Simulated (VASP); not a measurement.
Here is the system:

```yaml
crystal:
  lattice:
    - [0.00000, 3.17500, 3.17500]
    - [3.30729, 0.00000, 3.17500]
    - [3.30729, 3.17500, 0.00000]
  atoms:
    - { symbol: Sr, position: [0.00000, 0.00000, 0.00000] }
    - { symbol: Te, position: [0.50000, 0.50000, 0.50000] }
```

All values below come from PBEsol GGA, VASP's PBE PAW potentials (set 64) (plane waves; VASP). Run with 480 eV cut-off, 6×6×6 Γ-centred mesh, Gaussian smearing of 0.050 eV, potentials Sr_sv Te.

### Question
What does the run give for the energy per atom (σ→0), pressure?

### Answer

- energy per atom (σ→0): -4.375 eV/atom
- pressure: 3.68 GPa

Only differences to runs with the same potentials and settings are physical.

The compound is SrTe in the rock salt structure. This cell was strained or had an atom moved on purpose.
